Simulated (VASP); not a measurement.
**GW on C (Diamond)**

How does the gap of C (Diamond) change from the starting functional to GW? The cell has space group Fd-3m. The start is a cell from a database of measured crystal structures.

Main program and level: VASP 6.6.1; PBE; plane waves and PAW (C_GW), in the first sound run; inputs show where later runs differ.

### Step 1. The structure

It takes space group Fd-3m (No. 227, cubic). The conventional cell has a = 3.567 Å, b = 3.567 Å, c = 3.567 Å, α = 90.00°, β = 90.00°, γ = 90.00°. Nearest to C lie 4 C at 1.54 Å.

As a file:

```cif
data_structure
_symmetry_space_group_name_H-M 'Fd-3m:1'
_symmetry_Int_Tables_number 227
_cell_length_a 3.5667
_cell_length_b 3.5667
_cell_length_c 3.5667
_cell_angle_alpha 90.000
_cell_angle_beta 90.000
_cell_angle_gamma 90.000
_cell_volume 45.37
loop_
_atom_site_label
_atom_site_type_symbol
_atom_site_symmetry_multiplicity
_atom_site_Wyckoff_symbol
_atom_site_fract_x
_atom_site_fract_y
_atom_site_fract_z
_atom_site_occupancy
C1 C 8 a 0.25000 0.25000 0.25000 1
```

### Step 2. Ground state

The orbitals come from a self-consistent PBE run with a tight EDIFF and a narrow smearing. KPOINTS_OPT adds the bands along a path, which shows whether the mesh holds the band edges.

The input, INCAR:

```
SYSTEM = C
PREC = Accurate
ENCUT = 440
EDIFF = 1E-08
NELM = 100
ISMEAR = 0
SIGMA = 0.01
LREAL = .FALSE.
ALGO = Normal
GGA = PE
NBANDS = 10
LORBIT = 11
LWAVE = .TRUE.
LCHARG = .FALSE.
KPAR = 8
```

The input, POSCAR:

```
C
1.0
    0.0000000000      1.7833700000      1.7833700000
    1.7833700000      0.0000000000      1.7833700000
    1.7833700000      1.7833700000      0.0000000000
C
2
Direct
    0.7500000000      0.7500000000      0.7500000000
    0.5000000000      0.5000000000      0.5000000000
```

The input, KPOINTS:

```
Automatic mesh
0
Gamma
4 4 4
0 0 0
```

The input, KPOINTS_OPT:

```
Line mode
12
Line-mode
Reciprocal
  0.00000000   0.00000000   0.00000000 GAMMA
  0.50000000   0.00000000   0.50000000 X

  0.50000000   0.00000000   0.50000000 X
  0.50000000   0.25000000   0.75000000 W

  0.50000000   0.25000000   0.75000000 W
  0.37500000   0.37500000   0.75000000 K

  0.37500000   0.37500000   0.75000000 K
  0.00000000   0.00000000   0.00000000 GAMMA

  0.00000000   0.00000000   0.00000000 GAMMA
  0.50000000   0.50000000   0.50000000 L

  0.50000000   0.50000000   0.50000000 L
  0.62500000   0.25000000   0.62500000 U

  0.62500000   0.25000000   0.62500000 U
  0.50000000   0.25000000   0.75000000 W

  0.50000000   0.25000000   0.75000000 W
  0.50000000   0.50000000   0.50000000 L

  0.50000000   0.50000000   0.50000000 L
  0.37500000   0.37500000   0.75000000 K

  0.62500000   0.25000000   0.62500000 U
  0.50000000   0.00000000   0.50000000 X
```

PAW data sets: C_GW (PBE family, release 64).

The run is started by

```
mpirun -np 8 vasp_std
```

Log:

```text
[banner, memory and clock lines left out]
running    8 mpi-ranks, on    1 nodes
 distrk:  each k-point on    1 cores,    8 groups
 distr:  one band on    1 cores,    1 groups

 POSCAR found type information on POSCAR C
 POSCAR found :  1 types and       2 ions
|                                                                             |
|           W    W    AA    RRRRR   N    N  II  N    N   GGGG   !!!           |
|           W    W   A  A   R    R  NN   N  II  NN   N  G    G  !!!           |
|           W    W  A    A  R    R  N N  N  II  N N  N  G       !!!           |
|           W WW W  AAAAAA  RRRRR   N  N N  II  N  N N  G  GGG   !            |
|           WW  WW  A    A  R   R   N   NN  II  N   NN  G    G                |
|           W    W  A    A  R    R  N    N  II  N    N   GGGG   !!!           |
|                                                                             |
|     For optimal performance we recommend to set                             |
|       NCORE = 2 up to number-of-cores-per-socket                            |
|     NCORE specifies how many cores store one orbital (NPAR=cpu/NCORE).      |
|     This setting can greatly improve the performance of VASP for DFT.       |
|     The default, NCORE=1 might be grossly inefficient on modern             |
|     multi-core architectures or massively parallel machines. Do your        |
|     Unfortunately you need to use the default for GW and RPA                |
|     calculations (for HF NCORE is supported but not extensively tested      |
|     yet).                                                                   |
|                                                                             |

 LDA part: xc-table for (Slater+PW92), standard interpolation
 POSCAR, INCAR and KPOINTS ok, starting setup
 FFT: planning ... GRIDC
 FFT: planning ... GRID_SOFT
 FFT: planning ... GRID
 WAVECAR not read
 entering main loop
       N       E                     dE             d eps       ncg     rms          rms(c)
DAV:   1     0.121942806128E+02    0.12194E+02   -0.43353E+03   160   0.696E+02
DAV:   2    -0.182811663038E+02   -0.30475E+02   -0.29153E+02   206   0.189E+02
DAV:   3    -0.187070033167E+02   -0.42584E+00   -0.42448E+00   204   0.190E+01
DAV:   4    -0.187081100334E+02   -0.11067E-02   -0.11066E-02   188   0.101E+00
DAV:   5    -0.187081152915E+02   -0.52581E-05   -0.52580E-05   190   0.633E-02    0.486E+00
DAV:   6    -0.182021903574E+02    0.50592E+00   -0.27685E-01   218   0.510E+00    0.267E+00
DAV:   7    -0.180284838513E+02    0.17371E+00   -0.32410E-01   210   0.530E+00    0.363E-01
DAV:   8    -0.180301947335E+02   -0.17109E-02   -0.65911E-03   168   0.838E-01    0.521E-02
DAV:   9    -0.180302672440E+02   -0.72510E-04   -0.10328E-04   198   0.118E-01    0.178E-02
DAV:  10    -0.180302841094E+02   -0.16865E-04   -0.15781E-05   172   0.403E-02    0.160E-03
DAV:  11    -0.180302844042E+02   -0.29476E-06   -0.38021E-07   198   0.634E-03    0.387E-04
DAV:  12    -0.180302845076E+02   -0.10345E-06   -0.78849E-09   170   0.110E-03    0.269E-05
DAV:  13    -0.180302845098E+02   -0.21895E-08   -0.20836E-11   102   0.539E-05
   1 F= -.18030285E+02 E0= -.18030285E+02  d E =-.367838E-42
 Start KPOINTS_OPT (optional k-point list driver)
k-point batch [1-8\120]
       N       E                     dE             ncg
DAV:   1     0.519388548303E+03   -0.40273E+03      160
DAV:   2     0.190733866965E+03   -0.32865E+03      254
DAV:   3     0.184495197377E+03   -0.62387E+01      192
DAV:   4     0.184476317651E+03   -0.18880E-01      176
DAV:   5     0.184476246195E+03   -0.71456E-04      180
DAV:   6     0.184476245774E+03   -0.42110E-06      192
DAV:   7     0.184476245772E+03   -0.22346E-08      176
[...]
k-point batch [113-120\120]
       N       E                     dE             ncg
DAV:   1     0.205961711901E+03   -0.32354E+04      168
DAV:   2     0.133162081377E+02   -0.19265E+03      222
DAV:   3     0.105636153891E+02   -0.27526E+01      212
DAV:   4     0.105581412664E+02   -0.54741E-02      176
DAV:   5     0.105581203153E+02   -0.20951E-04      204
DAV:   6     0.105581202591E+02   -0.56233E-07      216
DAV:   7     0.105581202589E+02   -0.12254E-09      206
 writing wavefunctions
```

The job ended after 1.8 s (8 MPI ranks of Intel Xeon 6975P-C (Granite Rapids), shared host; peak memory 0.8 GiB; 7.5 s of CPU time).

The logs omit lines about the potential files and the build; timing stands in the text.

From OUTCAR (step 2):

```text
ion  position               nearest neighbor table
   1  0.750  0.750  0.750-   2 1.54   2 1.54   2 1.54   2 1.54
   2  0.500  0.500  0.500-   1 1.54   1 1.54   1 1.54   1 1.54

  LATTYP: Found a face centered cubic cell.
 ALAT       =     3.5667400000

 Subroutine GETGRP returns: Found 48 space group operations
 (whereof 24 operations were pure point group operations)

The static configuration has the point symmetry T_d .
 The point group associated with its full space group is O_h .

 Found      8 irreducible k-points:

   k-points           NKPTS =      8   k-points in BZ     NKDIM =      8   number of bands    NBANDS=     10

   dimension x,y,z NGX =    18 NGY =   18 NGZ =   18
   dimension x,y,z NGXF=    36 NGYF=   36 NGZF=   36

   ENCUT  =  440.0 eV  32.34 Ry    5.69 a.u.   4.31  4.31  4.31*2*pi/ulx,y,z

   NELECT =       8.0000    total number of electrons

 k-points in reciprocal lattice and weights: Automatic mesh
   0.00000000  0.00000000  0.00000000       0.016
   0.25000000  0.00000000  0.00000000       0.125
   0.50000000  0.00000000  0.00000000       0.062
   0.25000000  0.25000000  0.00000000       0.094
   0.50000000  0.25000000  0.00000000       0.375
  -0.25000000  0.25000000  0.00000000       0.188
   0.50000000  0.50000000  0.00000000       0.047
  -0.25000000  0.50000000  0.25000000       0.094

 average (electrostatic) potential at core
       1 -45.3067       2 -45.3067

 E-fermi :   9.8887

 k-point     1 :       0.0000    0.0000    0.0000
  band No.  band energies     occupation
      1     -11.6919      2.00000
      2       9.7941      2.00000
      3       9.7941      2.00000
      4       9.7941      2.00000
      5      15.3788      0.00000
      6      15.3788      0.00000
      7      15.3788      0.00000
      8      23.1128      0.00000
      9      29.0791      0.00000
    ...

 k-point     2 :       0.2500    0.0000    0.0000
  band No.  band energies     occupation
      1      -9.9767      2.00000
      2       3.2035      2.00000
      3       8.0497      2.00000
      4       8.0497      2.00000
      5      17.5796      0.00000
      6      17.5796      0.00000
      7      17.9335      0.00000
      8      24.4257      0.00000
      9      30.5013      0.00000
    ...

 k-point     3 :       0.5000    0.0000    0.0000
  band No.  band energies     occupation
      1      -5.9155      2.00000
      2      -3.5889      2.00000
      3       6.9997      2.00000
      4       6.9998      2.00000
      5      18.2468      0.00000
      6      18.2468      0.00000
      7      18.6304      0.00000
      8      25.4890      0.00000
      9      31.6884      0.00000
    ...

  Total       -0.2133305     -0.2133305     -0.2133305      0.0000000     -0.0000000      0.0000000
  in kB      -30.1306982    -30.1306982    -30.1306982      0.0000000     -0.0000000      0.0000000
  external PRESSURE =     -30.1306982 kB  Pullay stress =       0.0000000 kB

  energy-cutoff  :      440.00
  volume of cell :       11.34
      direct lattice vectors                 reciprocal lattice vectors
     0.000000000  1.783370000  1.783370000    -0.280368067  0.280368067  0.280368067
     1.783370000  0.000000000  1.783370000     0.280368067 -0.280368067  0.280368067
     1.783370000  1.783370000  0.000000000     0.280368067  0.280368067 -0.280368067

 POSITION                                       TOTAL-FORCE (eV/Angst)
 -----------------------------------------------------------------------------------
      2.67505      2.67505      2.67505        -0.000000      0.000000      0.000000
      1.78337      1.78337      1.78337         0.000000     -0.000000     -0.000000
 -----------------------------------------------------------------------------------
    total drift:                                0.000000     -0.000000      0.000000

  FREE ENERGIE OF THE ION-ELECTRON SYSTEM (eV)
  ---------------------------------------------------
  free  energy   TOTEN  =       -18.0302845098 eV

  energy  without entropy=      -18.0302845098  energy(sigma->0) =      -18.03028451

 total charge
# of ion       s       p       d       tot
------------------------------------------
    1        0.795   1.725   0.000   2.521
    2        0.795   1.725   0.000   2.521
--------------------------------------------------
tot          1.591   3.451   0.000   5.041

[... 3 further parts left out ...]
```

This step gave:

```
free energy (TOTEN)               : -18.03 eV
Fermi energy                      : 9.889 eV
pressure                          : -3.013 GPa
least gap on mesh and path        : 4.117 eV
least direct gap on mesh and path : 5.585 eV
```

The highest empty bands on the path are converged less tightly, to about 0.1 eV. Electronic bands along the path, in eV, zero at the valence-band top; v1 is the highest filled band, c1 the lowest empty one:

```tsv
point	v3	v2	v1	c1	c2	c3	c4
Γ	0.00	0.00	0.00	5.58	5.58	5.58	13.32
0.45 of the way	-3.84	-3.73	-3.73	4.56	10.89	10.89	10.97
X	-12.77	-6.29	-6.29	4.75	4.75	16.82	16.82
0.45 of the way	-12.49	-7.18	-7.18	6.53	6.53	15.80	15.80
W	-11.98	-8.32	-8.32	10.62	10.62	12.31	12.31
0.45 of the way	-11.66	-9.02	-6.77	7.75	10.83	13.31	14.15
K	-11.74	-9.32	-5.36	5.66	10.74	14.37	15.63
0.45 of the way	-7.15	-6.16	-2.07	8.54	8.61	10.65	13.66
Γ	0.00	0.00	0.00	5.58	5.58	5.58	13.32
0.55 of the way	-7.36	-1.92	-1.92	7.96	7.96	8.28	14.82
L	-13.38	-2.79	-2.79	8.45	8.45	8.84	15.69
0.45 of the way	-12.74	-5.44	-3.78	7.33	10.49	11.31	15.17
U	-11.74	-9.32	-5.36	5.66	10.74	14.37	15.63
0.55 of the way	-11.66	-9.02	-6.77	7.75	10.83	13.31	14.15
W	-11.98	-8.32	-8.32	10.62	10.62	12.31	12.31
0.45 of the way	-12.20	-6.75	-5.01	8.39	9.59	13.45	14.65
L	-13.38	-2.79	-2.79	8.45	8.45	8.84	15.69
0.55 of the way	-12.48	-6.31	-4.09	6.98	11.21	12.16	14.70
K	-11.74	-9.32	-5.36	5.66	10.74	14.37	15.63
jump to U	-11.74	-9.32	-5.36	5.66	10.74	14.37	15.63
0.45 of the way	-12.46	-7.76	-6.01	5.02	6.97	16.00	16.40
X	-12.77	-6.29	-6.29	4.75	4.75	16.82	16.82
```

The electronic bands as a text plot (rows in eV, shown from -8.0 to 10.1 only):

```
    9.7 |   ++              + +            +       ++  +  +
    9.0 |                    ++         ++++     +  ++++++    +
    8.2 |  +  +     +       ++        ++++++         +++++
    7.5 |              +   +  ++     +      +             +
    6.7 | +    +          +    ++  ++        +  +          +   +
    6.0 |+      +  +    ++      ++ +          ++            ++
    5.2 |+++      +               +                           +++
    4.5 |   ++++++                                              +
    3.7 |
    2.9 |
    2.2 |
    1.4 |
    0.7 |
   -0.1 |*                      ****
   -0.8 | *                    * *  **
   -1.6 |  *                  * *  *  *
   -2.3 |   *                * *       **
   -3.1 |   *               *  *    *    ***           ***
   -3.8 |                 **               **         *   **
   -4.6 |    *                *      *       **      *    * *
   -5.4 |    ***        **                  *  *    * *      **
   -6.1 |       ***          **                 *    *     *   **
   -6.9 |     *    *   *     *               *     *            *
   -7.6 |           *       *         *          *  *          *
         Γ       X    W  K        Γ      L     U  W     L   K|U X
```

The cell has a gap of 4.12 eV on mesh and path and a pressure of -3.0 GPa, which holds the misfit of the given cell and coordinates with this functional, and any error of cutoff, mesh and data sets.

### Step 3. Empty bands

The next step needs empty bands that the ground-state run didn't converge, so the Hamiltonian is diagonalised exactly for NBANDS bands, in a single step. LOPTICS writes the k-derivatives of the orbitals (WAVEDER), which give the long-wavelength limit of the screening.

The input, INCAR:

```
SYSTEM = C
PREC = Accurate
ENCUT = 440
ISMEAR = 0
SIGMA = 0.01
LREAL = .FALSE.
GGA = PE
NBANDS = 32
ALGO = Exact
NELM = 1
LWAVE = .TRUE.
LCHARG = .FALSE.
LOPTICS = .TRUE.
NEDOS = 1000
CSHIFT = 0.1
```

POSCAR is that of step 2.

KPOINTS is that of step 2.

The run is started by

```
mpirun -np 8 vasp_std
```

Log:

```text
[banner, memory and clock lines left out]
running    8 mpi-ranks, on    1 nodes
 distrk:  each k-point on    8 cores,    1 groups
 distr:  one band on    1 cores,    8 groups

 POSCAR found type information on POSCAR C
 POSCAR found :  1 types and       2 ions
 [... a notice as in an earlier step ...]

 LDA part: xc-table for (Slater+PW92), standard interpolation
 found WAVECAR, reading the header
  number of bands has changed, file:    10 present:    32
  trying to continue reading WAVECAR, but it might fail
 POSCAR, INCAR and KPOINTS ok, starting setup
 FFT: planning ... GRIDC
 FFT: planning ... GRID_SOFT
 FFT: planning ... GRID
 reading WAVECAR
 random initialization beyond band           10
 the WAVECAR file was read successfully
 initial charge from wavefunction
 entering main loop
       N       E                     dE             d eps       ncg     rms          rms(c)
DIA:   1    -0.180302845074E+02   -0.18030E+02    0.00000E+00     0   0.000E+00
   1 F= -.18030285E+02 E0= -.18030285E+02  d E =-.820264E-24
 writing wavefunctions
 optical routines
 imaginary and real dielectric function
 recalculating local potential from charge density
 direction            1
 direction            2
 direction            3
```

Elapsed: 1.2 s, on 8 MPI ranks; peak memory 0.8 GiB; 3.6 s of CPU time.

OUTCAR, selected parts (step 3):

```text
 Found      8 irreducible k-points:

   k-points           NKPTS =      8   k-points in BZ     NKDIM =      8   number of bands    NBANDS=     32

   NELECT =       8.0000    total number of electrons

 E-fermi :   9.8628

 k-point     3 :       0.5000    0.0000    0.0000
  band No.  band energies     occupation
      1      -5.9155      2.00000
      2      -3.5889      2.00000
      3       6.9997      2.00000
      4       6.9997      2.00000
      5      18.2468      0.00000
      6      18.2468      0.00000
      7      18.6304      0.00000
      8      25.4890      0.00000
      9      31.6884      0.00000
    ...

  Total       -0.2133314     -0.2133314     -0.2133314      0.0000000     -0.0000000      0.0000000
  in kB      -30.1308290    -30.1308290    -30.1308290      0.0000000     -0.0000000      0.0000000
  external PRESSURE =     -30.1308290 kB  Pullay stress =       0.0000000 kB

  FREE ENERGIE OF THE ION-ELECTRON SYSTEM (eV)
  ---------------------------------------------------
  free  energy   TOTEN  =       -18.0302845074 eV

  energy  without entropy=      -18.0302845074  energy(sigma->0) =      -18.03028451

 plasma frequency squared (from intraband transitions) (eV^2)
  --------------------------------------------------------------------------------------
       0.000       0.000      -0.000
       0.000       0.000       0.000
       0.000       0.000       0.000

[... 15 parts as in an earlier step ...]
```

The gap is read on the k-mesh alone, so it is an upper bound where the band edges lie off the mesh.

A gap read on the k-mesh alone can miss the band edges.

This step gave:

- gap on the k-mesh: 4.434 eV
- least direct gap on the k-mesh: 5.585 eV

WAVECAR now holds 32 bands for 8 electrons. Its independent-particle dielectric tensor has xx, yy, zz = 7.5, 7.5, 7.5 on this mesh, which isn't tested for convergence in mesh or bands and lacks local fields.

(Continued in part 2 of 4.)

[Lines on the potential files, build, host, timing and source positions are cut from VASP's logs without a mark.]

[Logs are printed without paths, hosts, clocks, repeated set-up lines and the standing remarks that a program may print on its own settings, such as how far it seeks lower states.]

[Hosts, paths, dates, database ids (printed as entryN), source tags and the programs' standing remarks are cut or masked in the printed files.]

[Pressures printed for these runs are not shown converged in the cutoff: they can be off by several GPa and have the wrong sign.]
